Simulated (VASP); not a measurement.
Runs of VASP 6.6.1 on InAs. It takes space group F-43m (No. 216, cubic). Conventional cell: a = 6.036 Å, b = 6.036 Å, c = 6.036 Å, α = 90.00°, β = 90.00°, γ = 90.00°. In (site symmetry -43m) has 4 As at 2.61 Å as nearest neighbours. Around As (site symmetry -43m) lie 4 In at 2.61 Å. 

| task | cell | gap on the mesh (eV) | pressure (GPa) |
| --- | --- | --- | --- |
| relaxation of the atoms | atoms relaxed from: a relaxed cell with its volume scaled by 1.04 | none | -2.2 |
| relaxation of the atoms | atoms relaxed from: a relaxed cell with its volume scaled by 0.98 | 0.19 | 1.2 |
| relaxation of cell and atoms | relaxed | 0.08 | 0.0 |
| relaxation of the atoms | atoms relaxed from: a relaxed cell with its volume scaled by 1.06 | none | -2.9 |
| relaxation of the atoms | atoms relaxed from: a relaxed cell with its volume scaled by 1.02 | none | -1.1 |
| relaxation of the atoms | atoms relaxed | 0.08 | 0.0 |
| relaxation of the atoms | atoms relaxed from: a relaxed cell with its volume scaled by 0.96 | 0.30 | 2.6 |
| relaxation of the atoms | atoms relaxed from: a relaxed cell with its volume scaled by 0.94 | (a) | 4.1 |

Alike in all rows: level r2SCAN; potentials or basis VASP PAW PBE potentials, release 64 (In_d, As); no spin polarisation; k mesh 10 × 10 × 10; cutoff (eV) 600; smearing gaussian 0.03 eV.

Estimate the missing entries.

(a) 0.42.

Caveats: the PAW data sets were made with another functional, which shifts forces and pressure a little; the relaxation stopped at its first step, so nothing moved (some runs); spin-orbit coupling is left out, which moves the levels of the heavy elements (some runs).

A k mesh can miss the band edges, and the runs leave out spin-orbit coupling on As, In.

A gap of «none» marks a metal or a gap under the smearing width.
